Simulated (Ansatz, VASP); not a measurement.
# Cross-check of SiO2 between VASP and Ansatz, part 2 of 2

One calculation is typed for both programs; each brings its own data sets. How far apart do they land? The cell is taken from a series of runs on this material, whose earlier steps may have relaxed, scaled, displaced or heated it; both programs get it as it stands.

VASP 6.6.1 and Ansatz 0.2.0.

So far. Step 2 (VASP: single point, LDA, pair 1): The run ends at a pressure of -0.98 GPa, with forces up to 0.054 eV/Å.

**5. Ansatz: single point, LDA, pair 2**

Level of this step: Ansatz beside VASP: Kohn-Sham DFT, plane waves, LDA (Ansatz).

A single point gives forces, pressure and levels at one fixed geometry, so differences don't come from the geometry; what else differs is listed under the comparison. The cell compared in this pair holds 225.97 Å³, against 222.64 Å³ for the pair before.

The cell is taken from a series of runs on this material, whose earlier steps may have relaxed, scaled, displaced or heated it; both programs get it as it stands.

File input.yaml:

```yaml
crystal:
  lattice:
    - [-2.62333646, 4.776753505, 4.5082998459]
    - [2.62333646, -4.776753505, 4.5082998459]
    - [2.62333646, 4.776753505, -4.5082998459]
  atoms:
    - { symbol: Si, position: [0.9299502436, 0.84547171, 0.0844785336] }
    - { symbol: Si, position: [0.7390068237, 0.15452829, 0.5844785336] }
    - { symbol: Si, position: [0.0700497564, 0.15452829, 0.9155214664] }
    - { symbol: Si, position: [0.2609931763, 0.84547171, 0.4155214664] }
    - { symbol: O, position: [0.1310538514, 0.8810538514, 0.25] }
    - { symbol: O, position: [0.8689461486, 0.1189461486, 0.75] }
    - { symbol: O, position: [0.7944134899, 0.5, 0.7944134899] }
    - { symbol: O, position: [0.2055865101, 0.0, 0.7055865101] }
    - { symbol: O, position: [0.2055865101, 0.5, 0.2055865101] }
    - { symbol: O, position: [0.7944134899, 0.0, 0.2944134899] }
    - { symbol: O, position: [0.0, 0.0, 0.0] }
    - { symbol: O, position: [0.5, 0.0, 0.5] }
kpoints:
  mp_grid: { grid: [6, 6, 6] }
  band_path:
    path:
      - [0.0, 0.0, 0.0]
      - [0.5, -0.5, 0.5]
      - [0.32540191, -0.32540191, 0.67459809]
      - [-0.32540191, 0.32540191, 0.32540191]
      - [0.46615628, 0.46615628, -0.46615628]
      - [0.53384372, -0.46615628, 0.46615628]
      - [0.0, 0.5, 0.0]
      - [0.25, 0.25, 0.25]
    npoints: 1
hamiltonian:
  xc: lda
  pseudopotentials: { kind: paw, azcp: { folder: soft_1 }, xc_functional: pbe }
scf:
  occupations: { method: fermi_dirac, width: 0.02 }
  n_extra_bands: 8
output:
  eigenvalues: true
  forces: true
  stress: true
  write_density: true
  write_potential: true
  elf: true
  volumetric_format: npy
```

The run is started by

```console
$ ansatz run input.yaml --threads 2 --pin off --max-ram 92160MiB --backend cuda --events-out ev --progress --plain --runs-dir out --devices 1 --max-vram 13GiB
```

Numbers of over 12 decimals in the logs are rounded to 6 here.

Output:

```text
[...]
GPUs: using 1 of 1 available (devices: 1).
[...]
GPU FFT provider: cuFFT
GPU libraries: cuBLAS 13.8.2, cuFFT 12.4.0, cuSOLVER 12.3.4
Crystal: 12 atoms, lattice volume = 225.975 Å³
Basis set: ecut = 420 eV, 4417 PW (Γ)
Bands: 40, of which v1, the nominal top of the filled ones, is band 32 counted from 1 (31 counted from 0)
Symmetry: 8 space group operations
[...]
k-point 0: bands = [... 28 lower, -1.9797, -1.6167, -1.3452, -0.9568, 4.4351, 7.4043, 7.4636, 7.7953, ... 4 higher]
  k-point 1: bands = [... 28 lower, -1.9202, -1.8029, -1.2793, -1.1217, 4.7473, 7.4411, 7.5749, 7.7481, ... 4 higher]
  k-point 2: bands = [... 28 lower, -2.1687, -1.6111, -1.4664, -1.2282, 5.5654, 7.4441, 7.7665, 7.8253, ... 4 higher]
  k-point 45: bands = [... 28 lower, -1.4623, -1.1610, -1.1266, -0.9814, 6.3095, 6.4043, 6.6970, 6.8325, ... 4 higher]
[key lines of the parts left out:]
SCF converged after 10 iterations
Free energy (F): -6890.558449 eV
Fermi energy:    1.757524 eV
P = ⅓ Tr σ = -2.8668 GPa (-28.668 kbar)
```

**6. VASP: single point, LDA, pair 2**

The same cell, functional (in two slightly different forms), mesh and smearing now go to VASP, with its own data sets.

File INCAR:

```
SYSTEM = SiO2
PREC = Accurate
ENCUT = 600
EDIFF = 1E-06
NELM = 120
ISMEAR = -1
SIGMA = 0.02
LREAL = .FALSE.
ALGO = Normal
GGA = PW92
NBANDS = 44
LORBIT = 11
LWAVE = .FALSE.
LCHARG = .FALSE.
ISIF = 2
LASPH = .TRUE.
GGA_COMPAT = .FALSE.
EFERMI = MIDGAP
KPAR = 2
```

File POSCAR:

```
SiO2
1.0
   -2.6233364600      4.7767535050      4.5082998459
    2.6233364600     -4.7767535050      4.5082998459
    2.6233364600      4.7767535050     -4.5082998459
Si O
4 8
Direct
    0.9299502436      0.8454717100      0.0844785336
    0.7390068236      0.1545282901      0.5844785336
    0.0700497564      0.1545282901      0.9155214663
    0.2609931764      0.8454717100      0.4155214663
    0.1310538514      0.8810538514      0.2500000000
    0.8689461486      0.1189461487      0.7500000000
    0.7944134899      0.5000000000      0.7944134898
    0.2055865101      0.0000000001      0.7055865101
    0.2055865101      0.5000000000      0.2055865100
    0.7944134899      0.0000000001      0.2944134899
    0.0000000000      0.0000000001      1.0000000000
    0.5000000000      0.0000000001      0.5000000000
```

File KPOINTS:

```
Automatic mesh
0
Gamma
6 6 6
0 0 0
```

The projector-augmented-wave data sets are Si and O (LDA family, release 64).

The run is started by

```console
$ mpirun -np 2 vasp_std
```

Output:

```text
[banner, memory and clock lines left out]
running    2 mpi-ranks, on    1 nodes
[...]
[... a notice as in an earlier step ...]

 LDA part: xc-table for (Slater(with rela. corr.)+PW92), standard interpolation
 POSCAR, INCAR and KPOINTS ok, starting setup
[...]
entering main loop
       N       E                     dE             d eps       ncg     rms          rms(c)
DAV:   1     0.469252177708E+03    0.46925E+03   -0.32979E+04  4048   0.143E+03
DAV:   2    -0.711520816922E+02   -0.54040E+03   -0.51894E+03  5340   0.315E+02
DAV:   3    -0.117026306970E+03   -0.45874E+02   -0.45630E+02  4904   0.978E+01
DAV:   4    -0.117761432465E+03   -0.73513E+00   -0.73348E+00  5128   0.136E+01
[...]
DAV:  14    -0.103718715193E+03   -0.51256E-05   -0.20809E-05  4944   0.255E-02    0.682E-03
DAV:  15    -0.103718718575E+03   -0.33822E-05   -0.35389E-06  4116   0.101E-02    0.415E-03
DAV:  16    -0.103718719238E+03   -0.66305E-06   -0.42289E-07  3448   0.425E-03
   1 F= -.10371872E+03 E0= -.10371872E+03  d E =0.000000E+00
```

Parts of OUTCAR (step 6):

```text
  Total       -3.6201438     -2.7422386     -5.9006087      0.0000000      0.0000000      0.0000000
  in kB      -25.6670991    -19.4426834    -41.8357722      0.0000000      0.0000000      0.0000000
  external PRESSURE =     -28.9818516 kB  Pullay stress =       0.0000000 kB

 POSITION                                       TOTAL-FORCE (eV/Angst)
 -----------------------------------------------------------------------------------
     -0.00000      0.80707      7.62328        -0.000000     -0.044704      0.031610
      0.00000      5.58382      1.39332        -0.000000     -0.044704     -0.031610
      2.62334      3.96969     -3.11498         0.000000      0.044704     -0.031610
      2.62334     -0.80707      3.11498         0.000000      0.044704      0.031610
      2.62334     -2.38838      3.43581        -0.000000     -0.000000     -0.013510
      0.00000      7.16513      1.07249         0.000000     -0.000000      0.013510
      1.31167      5.20106      2.25415         0.000000      0.012382      0.000000
      1.31167      4.35245     -2.25415        -0.000000     -0.012382     -0.000000
      1.31167     -0.42430      2.25415        -0.000000     -0.012382     -0.000000
     -1.31167      5.20106      2.25415         0.000000      0.012382      0.000000
      0.00000     -0.00000      0.00000         0.000000     -0.000000     -0.000000
      0.00000      4.77675      0.00000         0.000000     -0.000000     -0.000000
 -----------------------------------------------------------------------------------
    total drift:                               -0.000001      0.000004     -0.000004

  FREE ENERGIE OF THE ION-ELECTRON SYSTEM (eV)
  ---------------------------------------------------
  free  energy   TOTEN  =      -103.7187192383 eV

  energy  without entropy=     -103.7187192383  energy(sigma->0) =     -103.71871924

[... 1 part as in an earlier step ...]

[... 2 further parts left out ...]
[key lines of the parts left out:]
E-fermi :   0.8576
```

The run ends at a pressure of -2.90 GPa, with forces up to 0.055 eV/Å.

**7. Differences**

Compared:

| quantity | Ansatz | VASP | difference |
| --- | --- | --- | --- |
| pressure (GPa) | -2.87 | -2.90 | +0.03 |
| gap on the k mesh (eV) | 5.392 | 5.393 | -0.001 |

At this near-relaxed geometry the largest component of a force difference is 45 meV/Å. A gap on the mesh is an upper bound, since the band edges may lie between its points.

**8. VASP: single point, LDA, pair 3**

With cell and atoms fixed, the geometry can't cause a difference; cores, projectors, grids and the points listed under the comparison can.

INCAR is that of step 6.

File POSCAR:

```
SiO2
1.0
   -2.6626865069      4.7767535050      4.4416747250
    2.6626865069     -4.7767535050      4.4416747250
    2.6626865069      4.7767535050     -4.4416747250
Si O
4 8
Direct
    0.9284590082      0.8438937192      0.0845652890
    0.7406715698      0.1561062808      0.5845652890
    0.0715409918      0.1561062808      0.9154347110
    0.2593284302      0.8438937192      0.4154347110
    0.1292776650      0.8792776650      0.2500000000
    0.8707223350      0.1207223350      0.7500000000
    0.7945132619      0.5000000000      0.7945132619
    0.2054867381      0.0000000000      0.7054867381
    0.2054867381      0.5000000000      0.2054867381
    0.7945132619      0.0000000000      0.2945132619
    1.0000000000      0.0000000000      1.0000000000
    0.5000000000      0.0000000000      0.5000000000
```

KPOINTS is that of step 6.

The run is started by

```console
$ mpirun -np 2 vasp_std
```

Output:

```text
[... set-up lines as in an earlier step ...]
 entering main loop
       N       E                     dE             d eps       ncg     rms          rms(c)
DAV:   1     0.471692362237E+03    0.47169E+03   -0.32904E+04  4048   0.143E+03
DAV:   2    -0.702907091313E+02   -0.54198E+03   -0.52061E+03  5284   0.315E+02
DAV:   3    -0.117036867585E+03   -0.46746E+02   -0.46501E+02  4936   0.988E+01
DAV:   4    -0.117789679229E+03   -0.75281E+00   -0.75105E+00  5120   0.138E+01
[...]
DAV:  14    -0.103721947571E+03   -0.34478E-04   -0.12440E-05  4696   0.169E-02    0.689E-03
DAV:  15    -0.103721950017E+03   -0.24462E-05   -0.44536E-06  4592   0.128E-02    0.345E-03
DAV:  16    -0.103721950586E+03   -0.56909E-06   -0.76041E-07  3224   0.698E-03
   1 F= -.10372195E+03 E0= -.10372195E+03  d E =0.000000E+00
```

Parts of OUTCAR (step 8):

```text
  Total       -5.5500979     -1.9475224     -3.9059722      0.0000000      0.0000000      0.0000000
  in kB      -39.3506235    -13.8080846    -27.6936451      0.0000000      0.0000000      0.0000000
  external PRESSURE =     -26.9507844 kB  Pullay stress =       0.0000000 kB

 POSITION                                       TOTAL-FORCE (eV/Angst)
 -----------------------------------------------------------------------------------
     -0.00000      0.80790      7.49660        -0.000000     -0.046358      0.030193
      0.00000      5.58465      1.38675        -0.000000     -0.046358     -0.030193
      2.66269      3.96886     -3.05493         0.000000      0.046358     -0.030193
      2.66269     -0.80790      3.05493         0.000000      0.046358      0.030193
      2.66269     -2.38838      3.36926         0.000000     -0.000000     -0.014369
      0.00000      7.16513      1.07242         0.000000     -0.000000      0.014369
      1.33134      5.20201      2.22084         0.000000      0.013489      0.000000
      1.33134      4.35150     -2.22084         0.000000     -0.013489      0.000000
      1.33134     -0.42526      2.22084         0.000000     -0.013489      0.000000
     -1.33134      5.20201      2.22084         0.000000      0.013489      0.000000
      0.00000      0.00000      0.00000         0.000000     -0.000000      0.000000
      0.00000      4.77675      0.00000         0.000000     -0.000000      0.000000
 -----------------------------------------------------------------------------------
    total drift:                               -0.000000      0.000000      0.000000

  FREE ENERGIE OF THE ION-ELECTRON SYSTEM (eV)
  ---------------------------------------------------
  free  energy   TOTEN  =      -103.7219505863 eV

  energy  without entropy=     -103.7219505863  energy(sigma->0) =     -103.72195059

[... 1 part as in an earlier step ...]

[... 2 further parts left out ...]
[key lines of the parts left out:]
E-fermi :   0.8497
```

The run ends at a pressure of -2.70 GPa, with forces up to 0.055 eV/Å.

**9. Ansatz: single point, LDA, pair 3**

The same cell, functional (in two slightly different forms), mesh and smearing now go to Ansatz, which takes its cutoff from its data sets.

The cell is taken from a series of runs on this material, whose earlier steps may have relaxed, scaled, displaced or heated it; both programs get it as it stands.

input.yaml, the sections that differ from step 5:

```yaml
crystal:
  lattice:
    - [-2.6626865069, 4.776753505, 4.441674725]
    - [2.6626865069, -4.776753505, 4.441674725]
    - [2.6626865069, 4.776753505, -4.441674725]
  atoms:
    - { symbol: Si, position: [0.9284590082, 0.8438937192, 0.084565289] }
    - { symbol: Si, position: [0.7406715698, 0.1561062808, 0.584565289] }
    - { symbol: Si, position: [0.0715409918, 0.1561062808, 0.915434711] }
    - { symbol: Si, position: [0.2593284302, 0.8438937192, 0.415434711] }
    - { symbol: O, position: [0.129277665, 0.879277665, 0.25] }
    - { symbol: O, position: [0.870722335, 0.120722335, 0.75] }
    - { symbol: O, position: [0.7945132619, 0.5, 0.7945132619] }
    - { symbol: O, position: [0.2054867381, 0.0, 0.7054867381] }
    - { symbol: O, position: [0.2054867381, 0.5, 0.2054867381] }
    - { symbol: O, position: [0.7945132619, 0.0, 0.2945132619] }
    - { symbol: O, position: [0.0, 0.0, 0.0] }
    - { symbol: O, position: [0.5, 0.0, 0.5] }
output:
  eigenvalues: true
  forces: true
  stress: true
# kpoints, hamiltonian, scf: as in step 5
```

The run is started by

```console
$ ansatz run input.yaml --threads 2 --pin off --max-ram 92160MiB --backend cuda --events-out ev --progress --plain --runs-dir out --devices 1 --max-vram 13GiB
```

Output:

```text
[...]
GPUs: using 1 of 1 available (devices: 1).
[...]
GPU FFT provider: cuFFT
GPU libraries: cuBLAS 13.8.2, cuFFT 12.4.0, cuSOLVER 12.3.4
Crystal: 12 atoms, lattice volume = 225.975 Å³
Basis set: ecut = 420 eV, 4389 PW (Γ)
Bands: 40, of which v1, the nominal top of the filled ones, is band 32 counted from 1 (31 counted from 0)
Symmetry: 8 space group operations
[...]
k-point 0: bands = [... 28 lower, -1.9770, -1.7434, -1.3326, -0.9759, 4.4385, 7.4293, 7.4805, 7.5431, ... 4 higher]
  k-point 1: bands = [... 28 lower, -1.9581, -1.8637, -1.2659, -1.1254, 4.7489, 7.4623, 7.6026, 7.6525, ... 4 higher]
  k-point 2: bands = [... 28 lower, -2.1429, -1.5906, -1.4518, -1.2140, 5.5602, 7.4140, 7.8120, 7.8368, ... 4 higher]
  k-point 45: bands = [... 28 lower, -1.5648, -1.1511, -1.1109, -0.9998, 6.2747, 6.3554, 6.7853, 6.8133, ... 4 higher]
[key lines of the parts left out:]
SCF converged after 10 iterations
Free energy (F): -6890.561710 eV
Fermi energy:    1.750180 eV
P = ⅓ Tr σ = -2.6638 GPa (-26.638 kbar)
```

**10. Comparison**

Both answers:

| quantity | Ansatz | VASP | difference |
| --- | --- | --- | --- |
| pressure (GPa) | -2.66 | -2.70 | +0.03 |
| gap on the k mesh (eV) | 5.414 | 5.415 | 0.000 |

At this near-relaxed geometry the largest component of a force difference is 45 meV/Å. A gap on the mesh is an upper bound, since the band edges may lie between its points.

**11. Outcome**

```yaml
r_m_s_force_difference_single_point_lda_pair_1: 20 meV/Å
r_m_s_force_difference_single_point_lda_pair_2: 19 meV/Å
r_m_s_force_difference_single_point_lda_pair_3: 19 meV/Å
```

In words: The r.m.s. force difference is 20 meV/Å (single point, LDA, pair 1), beyond the 12 meV/Å picked in this series as the mark of a large difference. What causes the difference of the single point, LDA, pair 1 pair stays open here. What causes the difference of the single point, LDA, pair 2 pair stays open here. What causes the difference of the single point, LDA, pair 3 pair stays open here. 1 further run of this series is not shown here. How closely two codes agree says nothing of how well the functional describes the real material.

[Lines on the potential files, build, host, timing and source positions are cut from VASP's logs without a mark.]

[Logs are printed without paths, hosts, clocks, repeated set-up lines and the standing remarks that a program may print on its own settings, such as how far it seeks lower states.]

[Hosts, paths, dates, database ids (printed as entryN), source tags and the programs' standing remarks are cut or masked in the printed files.]
